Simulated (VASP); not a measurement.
VASP ran on this input.

### INCAR
```
SYSTEM  =  Be2C
PREC  =  Accurate; ENCUT  =  600; LREAL  =  .False.
LASPH  =  .True.
EDIFF  =  1E-7; NELM  =  100; ALGO  =  Normal
ISMEAR  =  0; SIGMA  =  0.05
GGA  =  PE
IBRION  =  2; NSW  =  40; ISIF  =  3
EDIFFG  =  -0.01; PSTRESS  =  20
LWAVE  =  .False.; LCHARG  =  .False.
```

File POSCAR:
```
Be2C
1
   -0.0000000000     2.1580426789     2.1580426789
    2.1580426789     0.0000000000     2.1580426789
    2.1580426789     2.1580426789     0.0000000000
Be C
2 1
Direct
  0.2500000000   0.2500000000   0.2500000000
  0.7500000000   0.7500000000   0.7500000000
  0.0000000000   0.0000000000   0.0000000000
```

**KPOINTS**
```
K-points
0
G
8 8 8
```

POTCAR, in this order: Be C (PBE.64 set). Program: vasp_std.

Problem. Translate this PBE calculation to Quantum ESPRESSO's pw.x.

Solution. One equivalent input (not run):
```
&CONTROL
  calculation = 'vc-relax'
  pseudo_dir = './pseudo'
  outdir = './out'
  tprnfor = .true.
  tstress = .true.
  nstep = 40
  forc_conv_thr = 0.00039
/
&SYSTEM
  ibrav = 0
  nat = 3
  ntyp = 2
  ecutwfc = 88
  occupations = 'smearing'
  smearing = 'gaussian'
  degauss = 0.003675
  input_dft = 'pbe'
/
&ELECTRONS
  conv_thr = 7.3e-09
  electron_maxstep = 100
/
&IONS
/
&CELL
  press = 20
/
ATOMIC_SPECIES
  Be 9.012 Be.upf
  C 12.011 C.upf
CELL_PARAMETERS angstrom
    -0.0000000    2.1580427    2.1580427
     2.1580427    0.0000000    2.1580427
     2.1580427    2.1580427    0.0000000
ATOMIC_POSITIONS crystal
  Be   0.2500000  0.2500000  0.2500000
  Be   0.7500000  0.7500000  0.7500000
  C    0.0000000  0.0000000  0.0000000
K_POINTS automatic
  8 8 8 0 0 0
```
Limits of the translation: the potentials are each code's own (VASP's PAW set, PseudoDojo norm-conserving files in pw.x), so ENCUT and ecutwfc are chosen apart and not converted; conv_thr bounds pw.x's estimated SCF error, while EDIFF bounds the energy change between steps; forc_conv_thr acts on force components and is met together with etot_conv_thr.

The compound is Be2C in the antifluorite structure. It was relaxed first under an external pressure of 2 GPa.
